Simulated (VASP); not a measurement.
MgS (rock salt), at 0.96 of the tabulated volume:

```
MgS
1.0
    0.00000     2.56486     2.56486
    2.56486     0.00000     2.56486
    2.56486     2.56486     0.00000
Mg S
1 1
Direct
  0.00000   0.00000   0.00000
  0.50000   0.50000   0.50000
```

The lowest empty band near X, direction along the valley's axis, from PBE with spin-orbit coupling in VASP (PAW); its two spin partners are averaged. The gap over the points computed is 2.84 eV, and the next band on that side lies 1.39 eV away at the edge.

Run with 400 eV cut-off, 10×10×10 Γ-centred mesh, Gaussian smearing of 0.050 eV, potentials Mg S.

| distance from the edge in k (1/Å) | distance in energy (meV) |
|---|---|
| 0.025 | 4.5 |
| 0.035 | 8.8 |
| 0.050 | 17.9 |
| 0.070 | 35.1 |

Task: Fit E(1 + αE) = ħ²k²/2m* (ħ²/2m0 = 3.810 eV Å²) and predict the row at 0.095 1/Å.

Result: The rows don't resolve α, so a parabola serves: the electron mass is m* = 0.532 m0, and so 64.7 meV. The run gave 64.5 meV, -0.2 meV from the fit.

Left out are points under 3 meV from the edge, since the levels carry 0.1 meV, and points farther than half the way to the next band.

The compound is MgS in the rock salt structure. The cell was not relaxed at this level.
